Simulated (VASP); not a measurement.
VASP input:

### INCAR
```
SYSTEM = Ir
PREC = Accurate
ENCUT = 400
EDIFF = 1E-6
NELM = 100
ALGO = Normal
LREAL = .FALSE.
LASPH = .TRUE.
ISMEAR = 1
SIGMA = 0.1
GGA = PE
LMAXMIX = 6
LWAVE = .FALSE.
LCHARG = .FALSE.
ISIF = 2
LEPSILON = .TRUE.
```

**KPOINTS**
```
Automatic mesh
0
Gamma
12 12 12
0 0 0
```

**POSCAR**
```
Ir
1
    0.0000000000     1.9584000000     1.9584000000
    1.9584000000     0.0000000000     1.9584000000
    1.9584000000     1.9584000000     0.0000000000
Ir
1
Direct
  0.0000000000   0.0000000000   0.0000000000
```

POTCAR, in this order: Ir (PBE.64 set). Program: vasp_std.

Output

standard output:
```
...
RMM:   3    -0.282399483296E+01   -0.28025E-02   -0.96491E-06  1843   0.403E-01
RMM:   4    -0.282455687396E+01   -0.56204E-03   -0.23263E-04  1860   0.696E-02
RMM:   5    -0.282455879987E+01   -0.19259E-05   -0.11638E-05  1766   0.134E-02
RMM:   6    -0.282455864172E+01    0.15815E-06   -0.23008E-06  1382   0.267E-03
 change of polarisation eV/A/(eV/A) component  2 :     4.124     5.649     0.675
 dielectric tensor                  component  2 :    49.676    69.048     8.135
 Linear response to external field (no local field effect), progress :
  Direction:   3
       N       E                     dE             d eps       ncg     rms          rms(c)
RMM:   1    -0.119698138569E+01   -0.11970E+01   -0.83675E+00  2010   0.774E+00
RMM:   2    -0.126663878437E+01   -0.69657E-01    0.77364E-02  1756   0.154E+00
RMM:   3    -0.127715177702E+01   -0.10513E-01   -0.15657E-03  1793   0.334E-01
RMM:   4    -0.127723507828E+01   -0.83301E-04   -0.68398E-05  1779   0.558E-02
RMM:   5    -0.127723742209E+01   -0.23438E-05   -0.20804E-06  1653   0.103E-02
RMM:   6    -0.127723746393E+01   -0.41833E-07   -0.10766E-07  1192   0.199E-03
 change of polarisation eV/A/(eV/A) component  3 :     0.594     0.675     2.554
 dielectric tensor                  component  3 :     7.154     8.135    31.770
 Linear response to external field, progress :
  Direction:   1
       N       E                     dE             d eps       ncg     rms          rms(c)
RMM:   1    -0.236070242135E+01   -0.23607E+01   -0.18118E+01  4704   0.844E+00
RMM:   2    -0.234373433942E+01    0.16968E-01   -0.14135E-02  3942   0.172E+00    0.995E-01
RMM:   3    -0.234244189054E+01    0.12924E-02   -0.20044E-03  4016   0.717E-01    0.560E-01
RMM:   4    -0.234741364632E+01   -0.49718E-02   -0.43716E-03  4190   0.603E-01    0.528E-02
RMM:   5    -0.234879300121E+01   -0.13794E-02   -0.18243E-04  4272   0.145E-01    0.824E-03
RMM:   6    -0.234888042820E+01   -0.87427E-04   -0.39942E-06  4289   0.211E-02    0.240E-03
RMM:   7    -0.234892679380E+01   -0.46366E-04   -0.11710E-07  4106   0.352E-03    0.700E-04
RMM:   8    -0.234892142607E+01    0.53677E-05   -0.10008E-07  3749   0.189E-03    0.769E-05
RMM:   9    -0.234892135682E+01    0.69250E-07    0.10850E-10  1467   0.511E-04    0.200E-05
 change of polarisation eV/A/(eV/A) component  1 :     4.678     2.986     0.669
 dielectric tensor                  component  1 :    57.344    35.970     8.062
 Linear response to external field, progress :
  Direction:   2
       N       E                     dE             d eps       ncg     rms          rms(c)
RMM:   1    -0.236071541202E+01   -0.23607E+01   -0.18118E+01  4699   0.844E+00
RMM:   2    -0.234375147882E+01    0.16964E-01   -0.14080E-02  3942   0.172E+00    0.995E-01
RMM:   3    -0.234246039585E+01    0.12911E-02   -0.20131E-03  4021   0.717E-01    0.560E-01
RMM:   4    -0.234743233572E+01   -0.49719E-02   -0.43744E-03  4188   0.603E-01    0.528E-02
RMM:   5    -0.234881155551E+01   -0.13792E-02   -0.18054E-04  4271   0.145E-01    0.824E-03
RMM:   6    -0.234889904230E+01   -0.87487E-04   -0.40906E-06  4287   0.211E-02    0.241E-03
RMM:   7    -0.234894539859E+01   -0.46356E-04   -0.22833E-07  4101   0.352E-03    0.701E-04
RMM:   8    -0.234894011671E+01    0.52819E-05   -0.11219E-07  3741   0.188E-03    0.769E-05
RMM:   9    -0.234893995826E+01    0.15845E-06   -0.32275E-10  1519   0.526E-04    0.171E-05
 change of polarisation eV/A/(eV/A) component  2 :     3.080     4.678     0.520
 dielectric tensor                  component  2 :    37.105    57.344     6.259
 Linear response to external field, progress :
  Direction:   3
       N       E                     dE             d eps       ncg     rms          rms(c)
RMM:   1    -0.236070948622E+01   -0.23607E+01   -0.18118E+01  4696   0.844E+00
RMM:   2    -0.234375170983E+01    0.16958E-01   -0.14089E-02  3943   0.172E+00    0.995E-01
RMM:   3    -0.234246033282E+01    0.12914E-02   -0.20117E-03  4016   0.717E-01    0.560E-01
RMM:   4    -0.234743226912E+01   -0.49719E-02   -0.43757E-03  4186   0.603E-01    0.529E-02
RMM:   5    -0.234881174611E+01   -0.13795E-02   -0.18006E-04  4268   0.144E-01    0.824E-03
RMM:   6    -0.234889944630E+01   -0.87700E-04   -0.41031E-06  4286   0.211E-02    0.241E-03
RMM:   7    -0.234894583185E+01   -0.46386E-04   -0.22873E-07  4106   0.352E-03    0.698E-04
RMM:   8    -0.234894052523E+01    0.53066E-05   -0.10540E-07  3725   0.186E-03    0.774E-05
RMM:   9    -0.234894035454E+01    0.17069E-06   -0.15089E-10  1526   0.528E-04    0.171E-05
 change of polarisation eV/A/(eV/A) component  3 :     0.730     2.855     4.678
 dielectric tensor                  component  3 :     8.799    34.391    57.344
 Born effective charges drift removed
```

### OUTCAR
```
------------------------ aborting loop because EDIFF is reached ----------------------------------------

 HEAD OF MICROSCOPIC STATIC DIELECTRIC TENSOR (INDEPENDENT PARTICLE, excluding Hartree and local field effects)
 ------------------------------------------------------
          57.587719    -0.000000     0.000000
          -0.000000    57.587719     0.000000
           0.000000     0.000000    57.587719
 ------------------------------------------------------

 MACROSCOPIC STATIC DIELECTRIC TENSOR (including local field effects in DFT)
 ------------------------------------------------------
          57.344204     0.000000    -0.000000
           0.000000    57.344204    -0.000000
           0.000000     0.000000    57.344204
 ------------------------------------------------------

 PIEZOELECTRIC TENSOR (including local field effects)  for field in x, y, z        (e  Angst)
          XX          YY          ZZ          XY          YZ          ZX
  --------------------------------------------------------------------------------
  x     0.00000     0.00000     0.00000     0.00000     0.00000     0.00000
  y     0.00000     0.00000     0.00000     0.00000     0.00000     0.00000
  z     0.00000     0.00000     0.00000     0.00000     0.00000     0.00000

 PIEZOELECTRIC TENSOR (including local field effects)  for field in x, y, z        (C/m^2)
          XX          YY          ZZ          XY          YZ          ZX
  --------------------------------------------------------------------------------
  x     0.00000     0.00000     0.00000     0.00000     0.00000     0.00000
  y     0.00000     0.00000     0.00000     0.00000     0.00000     0.00000
  z     0.00000     0.00000     0.00000     0.00000     0.00000     0.00000

 BORN EFFECTIVE CHARGES (including local field effects) (in |e|, cummulative output)
 ---------------------------------------------------------------------------------
 ion    1
    1     0.00000     0.00000     0.00000
    2     0.00000     0.00000     0.00000
    3     0.00000     0.00000     0.00000
```
(Selected blocks of OUTCAR.)

Problem. Read input and log: which fault does this run have?
(A) IBRION is misspelt, so VASP ignores the line and takes its default
(B) a hybrid functional was run with ALGO = VeryFast
(C) LEPSILON was set for a metal
(D) the lattice was typed in bohr, and VASP reads ångström

Solution. C, LEPSILON was set for a metal. The run ends without an error. Against the sound run, the energy per atom (σ→0) stays essentially unchanged; the pressure is nearly the same.

To mend it, drop LEPSILON, since a metal has no finite static dielectric tensor or Born charges. The plain static run on this cell (PBE GGA, plane waves, VASP's PBE PAW potentials (set 64)) converges, and its OSZICAR ends with
```
   1 F= -.88480181E+01 E0= -.88482969E+01  d E =0.836429E-03
```

The compound is Ir in the fcc structure. The cell was not relaxed at this level.
